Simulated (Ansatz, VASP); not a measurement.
**Cross-check of GaAs between VASP and Ansatz**

Aim: how closely do two programs agree when they are given the same cell, functional and k mesh? The cell is taken from a series of runs on this material, whose earlier steps may have relaxed, scaled, displaced or heated it; both programs get it as it stands.

Program: Ansatz 0.2.0. Level of theory: plane waves, with VASP 6.6.1 beside it; zone-centre phonons at LDA. Results are calculated unless marked as measured.

**1. Set-up**

Symmetry: F-43m, No. 216, cubic system. The conventional cell has a = 5.603 Å, b = 5.603 Å, c = 5.603 Å, α = 90.00°, β = 90.00°, γ = 90.00°. Nearest to Ga lie 4 As at 2.43 Å. Nearest to As lie 4 Ga at 2.43 Å. Farther neighbours are not listed.

**2. VASP: zone-centre phonons, LDA**

Second derivatives magnify differences that forces hide, and they need a tight electronic threshold.

Lines of VASP's logs that name or quote its potential files are left out, and so is its time.

File INCAR:

```
SYSTEM = GaAs
PREC = Accurate
ENCUT = 500
EDIFF = 1E-08
NELM = 120
ISMEAR = -1
SIGMA = 0.03
LREAL = .FALSE.
ALGO = Normal
GGA = CA
NELECT = 17.956022
NBANDS = 14
LORBIT = 11
LWAVE = .FALSE.
LCHARG = .FALSE.
ISIF = 2
IBRION = 8
LASPH = .TRUE.
GGA_COMPAT = .FALSE.
KPAR = 2
```

File POSCAR:

```
GaAs
1.0
    0.0000000000      2.8015629863      2.8015629863
    2.8015629863      0.0000000000      2.8015629863
    2.8015629863      2.8015629863      0.0000000000
Ga As
1 1
Direct
    0.0000000000      0.0000000000      0.0000000000
    0.7500000000      0.7500000000      0.7500000000
```

File KPOINTS:

```
Automatic mesh
0
Gamma
24 24 24
0 0 0
```

PAW data sets: Ga_d and As (LDA family, release 64).

Launch:

```console
$ mpirun -np 2 vasp_std
```

Numbers of over 12 decimals in the logs are rounded to 6 here.

Log:

```text
[banner, memory and clock lines left out]
running    2 mpi-ranks, on    1 nodes
 distrk:  each k-point on    1 cores,    2 groups
 distr:  one band on    1 cores,    1 groups

 POSCAR found type information on POSCAR GaAs
 POSCAR found :  2 types and       2 ions
 LDA part: xc-table for (Slater(with rela. corr.)+CA(PZ))
 , standard interpolation
 POSCAR, INCAR and KPOINTS ok, starting setup
 FFT: planning ... GRIDC
 FFT: planning ... GRID_SOFT
 FFT: planning ... GRID
 WAVECAR not read
 entering main loop
       N       E                     dE             d eps       ncg     rms          rms(c)
DAV:   1     0.792577299174E+02    0.79258E+02   -0.83499E+03 11780   0.163E+03
DAV:   2    -0.374211059401E+01   -0.83000E+02   -0.79645E+02 12728   0.317E+02
DAV:   3    -0.992561309481E+01   -0.61835E+01   -0.61455E+01 14564   0.719E+01
DAV:   4    -0.100246966799E+02   -0.99084E-01   -0.99043E-01 13330   0.100E+01
DAV:   5    -0.100262726000E+02   -0.15759E-02   -0.15759E-02 14692   0.113E+00BRMIX: very serious problems
 the old and the new charge density differ
 old charge density:    18.00000 new   17.95602
BRMIX: very serious problems
 the old and the new charge density differ
 old charge density:    18.00000 new   17.95602
    0.303E+00
DAV:   6    -0.985654905639E+01    0.16972E+00   -0.22328E-01 17808   0.954E+00    0.178E+00
DAV:   7    -0.981622224238E+01    0.40327E-01   -0.63971E-02 16038   0.210E+00    0.510E-01
DAV:   8    -0.981329689922E+01    0.29253E-02   -0.87402E-03 14138   0.115E+00    0.106E-01
DAV:   9    -0.981326552408E+01    0.31375E-04   -0.72930E-04 14208   0.342E-01    0.437E-02
DAV:  10    -0.981326814620E+01   -0.26221E-05   -0.36262E-05 17582   0.639E-02    0.222E-02
DAV:  11    -0.981327289736E+01   -0.47512E-05   -0.51901E-06 13598   0.338E-02    0.188E-03
DAV:  12    -0.981327281812E+01    0.79240E-07   -0.28637E-07 13582   0.682E-03    0.156E-03
DAV:  13    -0.981327281639E+01    0.17280E-08   -0.61410E-08 14594   0.210E-03
   1 F= -.98132728E+01 E0= -.98129345E+01  d E =-.676625E-03
 Linear response reoptimize wavefunctions to high precision
DAV:   1    -0.981327281641E+01   -0.14552E-10   -0.13105E-09 10058   0.483E-04
DAV:   2    -0.981327281643E+01   -0.27285E-10   -0.19132E-10  6796   0.137E-04
 Linear response DOF=           2
 Linear response progress:
  Degree of freedom:   1/  2
       N       E                     dE             d eps       ncg     rms          rms(c)
RMM:   1    -0.167194010988E+00   -0.16719E+00    0.10560E-01 70574   0.909E+00
RMM:   2    -0.165451240973E+00    0.17428E-02   -0.27242E-02104233   0.150E+00    0.489E-02
RMM:   3    -0.165813689762E+00   -0.36245E-03   -0.36045E-03108479   0.439E-01    0.311E-02
RMM:   4    -0.165717575042E+00    0.96115E-04   -0.15308E-03115371   0.186E-01    0.837E-03
RMM:   5    -0.165708577160E+00    0.89979E-05   -0.53209E-05113002   0.425E-02    0.327E-03
RMM:   6    -0.165715608808E+00   -0.70316E-05   -0.12468E-05110909   0.154E-02    0.537E-04
RMM:   7    -0.165714389234E+00    0.12196E-05   -0.27239E-06110510   0.622E-03    0.296E-04
RMM:   8    -0.165713738363E+00    0.65087E-06   -0.19037E-06111736   0.264E-03    0.259E-05
RMM:   9    -0.165713874664E+00   -0.13630E-06   -0.14129E-06112711   0.111E-03    0.179E-05
RMM:  10    -0.165713795786E+00    0.78878E-07   -0.54165E-07112443   0.491E-04    0.416E-06
RMM:  11    -0.165713780500E+00    0.15287E-07   -0.42477E-07113104   0.219E-04    0.205E-06
RMM:  12    -0.165713748225E+00    0.32275E-07   -0.15992E-07111217   0.105E-04    0.679E-07
RMM:  13    -0.165713750923E+00   -0.26977E-08   -0.11391E-07111468   0.525E-05    0.410E-07
RMM:  14    -0.165713744119E+00    0.68041E-08   -0.48340E-08 91328   0.265E-05    0.321E-07
 first order change of Fermi-energy  -0.80490E-05
 force on displaced ion       1 direction 1 :  -8.764  -0.000  -0.000
 Linear response progress:
  Degree of freedom:   2/  2
       N       E                     dE             d eps       ncg     rms          rms(c)
RMM:   1    -0.450324029501E-01   -0.45032E-01    0.60368E-02124027   0.165E+00
RMM:   2    -0.443103950951E-01    0.72201E-03   -0.45784E-03 96251   0.448E-01    0.808E-02
RMM:   3    -0.442858427281E-01    0.24552E-04   -0.41300E-04108627   0.143E-01    0.444E-02
RMM:   4    -0.444596104950E-01   -0.17377E-03   -0.69869E-05105919   0.641E-02    0.425E-03
RMM:   5    -0.444605257022E-01   -0.91521E-06   -0.61895E-06111873   0.192E-02    0.246E-03
RMM:   6    -0.444464501460E-01    0.14076E-04   -0.93059E-07105018   0.620E-03    0.703E-04
RMM:   7    -0.444470053116E-01   -0.55517E-06   -0.64208E-08108156   0.223E-03    0.365E-04
RMM:   8    -0.444450903904E-01    0.19149E-05   -0.46732E-09107409   0.878E-04    0.412E-05
RMM:   9    -0.444451496443E-01   -0.59254E-07    0.18608E-09107757   0.295E-04    0.219E-05
RMM:  10    -0.444450407626E-01    0.10888E-06    0.11401E-09108652   0.109E-04    0.708E-06
RMM:  11    -0.444450271453E-01    0.13617E-07    0.71178E-11110799   0.416E-05    0.217E-06
RMM:  12    -0.444450093257E-01    0.17820E-07   -0.36094E-10104241   0.181E-05    0.618E-07
RMM:  13    -0.444450083983E-01    0.92739E-09   -0.16114E-10 73131   0.771E-06    0.568E-07
 first order change of Fermi-energy   0.13084E-03
 force on displaced ion       2 direction 1 :  -8.709   0.000   0.000
 Linear response finished
```

OUTCAR, selected parts (step 2):

```text
NELECT = 17.956022

 ion  position               nearest neighbor table
   1  0.000  0.000  0.000-   2 2.43   2 2.43   2 2.43   2 2.43
   2  0.750  0.750  0.750-   1 2.43   1 2.43   1 2.43   1 2.43

  LATTYP: Found a face centered cubic cell.
 ALAT       =     5.6031259726

 Subroutine GETGRP returns: Found 24 space group operations
 (whereof 24 operations were pure point group operations)

The static configuration has the point symmetry T_d .

 Found    413 irreducible k-points:

   k-points           NKPTS =    413   k-points in BZ     NKDIM =    413   number of bands    NBANDS=     14

   dimension x,y,z NGX =    30 NGY =   30 NGZ =   30
   dimension x,y,z NGXF=    60 NGYF=   60 NGZF=   60

   ENCUT  =  500.0 eV  36.75 Ry    6.06 a.u.   7.22  7.22  7.22*2*pi/ulx,y,z

 k-points in reciprocal lattice and weights: Automatic mesh
   0.00000000  0.00000000  0.00000000       0.000
   0.04166667  0.00000000  0.00000000       0.001
   0.08333333  0.00000000  0.00000000       0.001
   0.12500000  0.00000000  0.00000000       0.001
   0.16666667  0.00000000  0.00000000       0.001
   0.20833333  0.00000000  0.00000000       0.001
   0.25000000  0.00000000  0.00000000       0.001
   0.29166667  0.00000000  0.00000000       0.001
   0.33333333  0.00000000  0.00000000       0.001
[...]
-0.29166667  0.50000000  0.20833333       0.001
  -0.25000000  0.50000000  0.25000000       0.000

 average (electrostatic) potential at core
       1 -67.3035       2 -53.6060

  Total       -0.3306706     -0.3306706     -0.3306706     -0.0000000      0.0000000     -0.0000000
  in kB      -12.0468899    -12.0468899    -12.0468899     -0.0000000      0.0000000     -0.0000000
  external PRESSURE =     -12.0468899 kB  Pullay stress =       0.0000000 kB

  energy-cutoff  :      500.00
  volume of cell :       43.98
      direct lattice vectors                 reciprocal lattice vectors
     0.000000000  2.801562986  2.801562986    -0.178471804  0.178471804  0.178471804
     2.801562986  0.000000000  2.801562986     0.178471804 -0.178471804  0.178471804
     2.801562986  2.801562986  0.000000000     0.178471804  0.178471804 -0.178471804

 POSITION                                       TOTAL-FORCE (eV/Angst)
 -----------------------------------------------------------------------------------
      0.00000      0.00000      0.00000         0.000000      0.000000      0.000000
      4.20234      4.20234      4.20234        -0.000000     -0.000000     -0.000000
 -----------------------------------------------------------------------------------
    total drift:                                0.000001      0.000001      0.000000

 Eigenvectors and eigenvalues of the dynamical matrix
 ----------------------------------------------------

   1 f  =    7.689751 THz    48.316132 2PiTHz  256.502493 cm-1    31.802242 meV
             X         Y         Z           dx          dy          dz
      0.000000  0.000000  0.000000     0.000000    0.720790    0.000000
      4.202344  4.202344  4.202344     0.000000   -0.693153    0.000000

   2 f  =    7.689751 THz    48.316132 2PiTHz  256.502493 cm-1    31.802242 meV
             X         Y         Z           dx          dy          dz
      0.000000  0.000000  0.000000     0.720790    0.000000    0.000000
      4.202344  4.202344  4.202344    -0.693153    0.000000    0.000000

   3 f  =    7.689751 THz    48.316132 2PiTHz  256.502493 cm-1    31.802242 meV
             X         Y         Z           dx          dy          dz
      0.000000  0.000000  0.000000     0.000000    0.000000    0.720790
      4.202344  4.202344  4.202344     0.000000    0.000000   -0.693153

   4 f/i=    0.012056 THz     0.075750 2PiTHz    0.402145 cm-1     0.049860 meV
             X         Y         Z           dx          dy          dz
      0.000000  0.000000  0.000000    -0.693153    0.000000    0.000000
      4.202344  4.202344  4.202344    -0.720790    0.000000    0.000000

   5 f/i=    0.012056 THz     0.075750 2PiTHz    0.402145 cm-1     0.049860 meV
             X         Y         Z           dx          dy          dz
      0.000000  0.000000  0.000000     0.000000   -0.693153    0.000000
      4.202344  4.202344  4.202344     0.000000   -0.720790    0.000000

   6 f/i=    0.012056 THz     0.075750 2PiTHz    0.402145 cm-1     0.049860 meV
             X         Y         Z           dx          dy          dz
      0.000000  0.000000  0.000000     0.000000    0.000000   -0.693153
      4.202344  4.202344  4.202344     0.000000    0.000000   -0.720790

 ELASTIC MODULI CONTR FROM IONIC RELAXATION (kBar)
 Direction    XX          YY          ZZ          XY          YZ          ZX
 --------------------------------------------------------------------------------
 XX          -0.0000      0.0000      0.0000      0.0000     -0.0000     -0.0000
 YY           0.0000     -0.0000      0.0000      0.0000      0.0000      0.0000
 ZZ           0.0000      0.0000     -0.0000     -0.0000      0.0000     -0.0000
 XY           0.0000      0.0000     -0.0000   -267.9013      0.0000      0.0000
 YZ          -0.0000      0.0000      0.0000      0.0000   -267.9013      0.0000
 ZX          -0.0000      0.0000     -0.0000      0.0000      0.0000   -267.9013
 --------------------------------------------------------------------------------
```

The cell is charged against a uniform background. Energies printed during the response cycles are not total energies of the cell.

**3. Ansatz: zone-centre phonons, LDA**

Ansatz runs on its PAW soft_1 files.

The same cell, functional (in two slightly different forms), mesh and smearing now go to Ansatz, which takes its cutoff from its data sets.

File input.yaml:

```yaml
crystal:
  lattice:
    - [0.0, 2.8015629863, 2.8015629863]
    - [2.8015629863, 0.0, 2.8015629863]
    - [2.8015629863, 2.8015629863, 0.0]
  atoms:
    - { symbol: Ga, position: [0.0, 0.0, 0.0] }
    - { symbol: As, position: [0.75, 0.75, 0.75] }
total_charge: 0.043978
kpoints:
  mp_grid: { grid: [24, 24, 24] }
hamiltonian:
  xc: lda
  pseudopotentials: { kind: paw, azcp: { folder: soft_1 }, xc_functional: pbe }
scf:
  occupations: { method: fermi_dirac, width: 0.03 }
output:
  eigenvalues: true
phonons:
  method: dfpt
```

Launch:

```console
$ ansatz run input.yaml --threads 8 --pin off --max-ram 16384MiB --backend cpu --events-out ev --progress --plain --runs-dir out
```

Log:

```text
zone centre: on kpoints.mp_grid the ground state, and the responses unless they are solved on pairs of k-points, stand on 1063 of the mesh's 13824 k-points, reduced under 8 symmetry operations, with k and −k counted as one. Each operation leaves every solved displacement unchanged or reverses it
Engine: ansatz 0.2.0, aarch64-unknown-linux-gnu
Pseudopotentials: kind: paw
Pseudopotential: Ga, paw, valence charge 13, recommended cutoff 420 eV (normal), soft_1/Ga.paw.azcp
Pseudopotential: As, paw, valence charge 15, recommended cutoff 420 eV (normal), soft_1/As.paw.azcp
Functional definition: SPW92
  exchange = slater_x
  correlation = pw_c
Crystal: 2 atoms, lattice volume = 43.978 Å³
Basis set: ecut = 420 eV, 869 PW (Γ), exchange–correlation on 54×54×54 points (8 copies of the dense FFT grid, shifted against one another)
Bands: 18, of which v1, the nominal top of the filled ones, is band 14 counted from 1 (13 counted from 0)
Symmetry: 24 space group operations
k-points: 1063 of 13824 (irreducible under 8 space group operations, time reversal used)
Non-local potential: Ga, projectors of the file, l = 0: 2, l = 1: 2, l = 2: 3, l = 3: 1
Non-local potential: As, projectors of the file, l = 0: 2, l = 1: 2, l = 2: 3, l = 3: 1
PAW form: soft (Blöchl's): semilocal exchange-correlation on the pseudo side does not see the compensation charge
PAW frozen core: Ga, regenerated for the run's functional, and the local potential with it (the file was generated under x = pbe(κ = 0.804, μ = 0.219515), c = pbe(β = 0.066725))
PAW frozen core: As, regenerated for the run's functional, and the local potential with it (the file was generated under x = pbe(κ = 0.804, μ = 0.219515), c = pbe(β = 0.066725))
PAW one-centre angular grid: Ga, 590 points (default); XC on 64 Gauss nodes
PAW one-centre angular grid: As, 590 points (default); XC on 64 Gauss nodes
Initial density: superposition of atomic densities (chi_scale 0.1, normalization cell, long waves kept (reshape's long-wave potential 0.00 eV rms))
Initial wavefunctions: pseudopotential atomic-orbital guess
Functional: x = slater, c = lda
SCF iter   1: F=—  HF=-8481.832700 eV  |F-HF|=—  |Δ(HF+E_count)|=         —  Δρ=4.48e-2  dr2=5.49e-1  ethr=3.10e-3  ⟨swp⟩=5.9  Hψ=93874  notcnv=0
preconditioner: auto → Kerker (q_TF=auto, 2.530 Å⁻¹)  [metal: Δε(μ)=0.025 eV  Ē_g=16.034 eV  σ=0.030 eV  W_gap=0.20  n_scr=14 (ndim 8)  ℏωp=23.7 eV  f_vac=0.000  D(μ)=0.23/eV (n_scr^D=0)]
SCF iter   2: F=—  HF=-8481.740563 eV  |F-HF|=—  |Δ(HF+E_count)|=   9.21e-2  Δρ=2.58e-2  dr2=2.40e-1  ethr=1.96e-3  ⟨swp⟩=2.0  Hψ=31873  notcnv=0
SCF iter   3: F=—  HF=-8481.660922 eV  |F-HF|=—  |Δ(HF+E_count)|=   7.96e-2  Δρ=5.30e-3  dr2=2.30e-2  ethr=8.60e-4  ⟨swp⟩=3.1  Hψ=32979  notcnv=0
SCF iter   4: F=—  HF=-8481.651092 eV  |F-HF|=—  |Δ(HF+E_count)|=   9.83e-3  Δρ=4.14e-3  dr2=8.50e-3  ethr=8.24e-5  ⟨swp⟩=2.2  Hψ=33413  notcnv=0
SCF iter   5: F=—  HF=-8481.650611 eV  |F-HF|=—  |Δ(HF+E_count)|=   4.81e-4  Δρ=1.37e-3  dr2=9.90e-4  ethr=3.04e-5  ⟨swp⟩=3.0  Hψ=32919  notcnv=0
SCF iter   6: F=—  HF=-8481.650551 eV  |F-HF|=—  |Δ(HF+E_count)|=   6.01e-5  Δρ=2.64e-4  dr2=4.71e-5  ethr=3.54e-6  ⟨swp⟩=2.2  Hψ=33866  notcnv=0
SCF iter   7: F=—  HF=-8481.650503 eV  |F-HF|=—  |Δ(HF+E_count)|=   4.81e-5  Δρ=1.15e-4  dr2=2.80e-6  ethr=1.68e-7  ⟨swp⟩=2.0  Hψ=33990  notcnv=0
SCF iter   8: F=—  HF=-8481.650507 eV  |F-HF|=—  |Δ(HF+E_count)|=   4.46e-6  Δρ=2.42e-5  dr2=1.93e-7  ethr=1.00e-8  ⟨swp⟩=2.8  Hψ=29526  notcnv=0
SCF iter   9: F=—  HF=-8481.650507 eV  |F-HF|=—  |Δ(HF+E_count)|=   1.57e-7  Δρ=4.47e-6  dr2=9.78e-9  ethr=6.90e-10  ⟨swp⟩=2.0  Hψ=28216  notcnv=0
SCF iter  10: F=—  HF=-8481.650507 eV  |F-HF|=—  |Δ(HF+E_count)|=   7.45e-9  Δρ=1.42e-6  dr2=1.63e-9  ethr=3.50e-11  ⟨swp⟩=2.1  Hψ=23242  notcnv=0
SCF iter  11: F=—  HF=-8481.650507 eV  |F-HF|=—  |Δ(HF+E_count)|=  3.46e-10  Δρ=5.50e-7  dr2=2.33e-10  ethr=5.83e-12  ⟨swp⟩=2.5  Hψ=34380  notcnv=0
SCF iter  12: F=-8481.650507 eV  HF=-8481.650507 eV  |F-HF|=1.82e-12  |Δ(HF+E_count)|=  4.18e-11  Δρ=1.53e-7  dr2=7.38e-12  ethr=1.00e-12  ⟨swp⟩=4.6  Hψ=89403  notcnv=0
SCF 1 converged in 12 iterations: F = -8481.650507 eV  dr2 = 7.38e-12
  greatest PAW one-centre occupation: 0.999 electrons in one spin orbital (limit 2), on the As atom at site 1 (counted from 0), in its partial waves of l = 2
DFPT response loops at Γ: preconditioner auto → Kerker (q_TF=auto, 2.530 Å⁻¹) (partly filled bands, converged f_vac=0.068); β = 1.00, the filter's whole step (`scf.mixing.beta` (0.50) is not read by the response loops under this deck's `scf.mixing.preconditioner`; to damp them name `kerker` or `kerker_dos`, under which they read `scf.mixing.beta`, and type it under 1.00, their step now; both keys bind the ground state too); Broyden in place of MSR1
SCF converged after 12 iterations
Free energy (F): -8481.650507 eV
Harris-Foulkes:  -8481.650507 eV  (|F-HF|=1.82e-12)
Internal energy: -8481.649828 eV  (E = F + TS)
E sigma→0 (E₀):  -8481.650168 eV
Entropy (-TS):   -0.000679 eV (-0.339 meV/atom)
Fermi energy:    7.676751 eV
--- Per-component energies (eV) ---
  E_band       = -323.429904
  E_kinetic    = 210.716519
  E_local      = -3627.365105  (includes V_loc(G=0)·N_el)
  E_nonlocal   = -481.171290
  E_hartree    = 2116.302680
  E_xc         = -133.427354
  E_vxc        = -130.591382  (∫ρ·V_xc dr)
  E_paw        = -3847.422161  (= ΣΔE_a)
  E_vpaw       = -527.623784  (= ΣTr[D̂ρ^β])
  E_aug_tail   = -0.000222  (compensation charges beyond the density's cutoff)
  E_ewald      = -2723.086606
  E_core_change = 3.803710  (= ΣΔE_core)
  E_smearing   = -0.000679  (= −TS)
  E_closure    = 0.000000  (closes the sum)
  E_deformation_potential = 0.628069  (in the stress; not in F)
  Σ components = -8481.650507   (vs F -8481.650507, Δ=0.00e0)
--- Band table (eV; the first three rows and the last of 1063) ---
  k-point 0: bands = [... 10 lower, -5.0141, 7.9593, 7.9593, 7.9593, 8.4579, 11.6785, 11.6785, 11.6785]
  k-point 1: bands = [... 10 lower, -4.9928, 7.4494, 7.9281, 7.9281, 8.8765, 11.7045, 11.7246, 11.7246]
  k-point 2: bands = [... 10 lower, -4.9292, 6.7119, 7.8408, 7.8408, 9.3147, 11.8309, 11.8529, 11.8529]
  k-point 1062: bands = [... 10 lower, -2.3506, 1.1738, 4.2921, 4.4842, 12.6318, 12.6390, 13.3738, 13.9604]
--- Phonons (Γ-DFPT): 2 representative perturbations + reference, on 1063 of 13824 k-points (Σ response iterations 6) ---
  k mesh reduced under 8 symmetry operations, with k and −k counted as one. Each operation leaves every solved displacement unchanged or reverses it
  ASR residual: 1.464e-4 → 0.000e0 eV/Å²; symmetrization residual: 3.624e-6 eV/Å²
  ASR residual per site (eV/Å²): 1.46e-4 1.45e-5
  Γ frequencies (cm⁻¹): 0.00 0.00 0.00 254.42 254.42 254.42
  non-analytic LO–TO correction: not included (Born effective charges unavailable; polar crystals: no LO–TO splitting at Γ)
```

Reading the cycles: dr2 is the Hartree energy of the density residual (eV), the measure of convergence; HF is the Harris–Foulkes estimate of the energy, which meets the free energy F at convergence.

**4. Side by side**

Known differences besides the potentials themselves: the two LDA forms differ slightly; the cutoff is 420 eV in Ansatz and 500 eV in VASP; VASP's log shows a relativistic correction to its local exchange, Ansatz's none. Total energies have different zeros and are not compared.

Both answers:

```tsv
quantity	Ansatz	VASP	difference
optical mode 1 to 3 (cm⁻¹)	254.4	256.5	-0.81 %
```

Modes are paired by rising frequency, not by their patterns, so a pair may set unlike modes beside each other; they are those without the splitting of longitudinal modes. The cell carries a charge of +0.043978 e against a uniform background, so its pressure also hangs on how the neutralising background is counted, and in a defect's cell a gap may be the spacing between its levels.

**5. Summary of results**

```json
{
 "r.m.s. difference of the optical zone-centre modes, each program's sorted by frequency (zone-centre phonons, LDA)": "2.1 cm⁻¹",
 "difference in optical mode 1 to 3 (zone-centre phonons, LDA)": "-0.8 %"
}
```

What this shows: The r.m.s. difference of the optical zone-centre modes, each program's sorted by frequency is 2.1 cm⁻¹ (zone-centre phonons, LDA). The data sets hold unlike numbers of valence electrons (27.956 in Ansatz and 17.956 in VASP), so part of the differences comes from the potentials. Among the rows given in per cent, the largest difference of the zone-centre phonons, LDA pair is in optical mode 1 to 3, -0.8 %. Such differences can come from data sets, numerical settings and the points named under the comparisons, not from the functional's error against experiment.

[Lines on the potential files, build, host, timing and source positions are cut from VASP's logs without a mark.]

[Logs are printed without paths, hosts, clocks, repeated set-up lines and the standing remarks that a program may print on its own settings, such as how far it seeks lower states.]

[Hosts, paths, dates, database ids (printed as entryN), source tags and the programs' standing remarks are cut or masked in the printed files.]
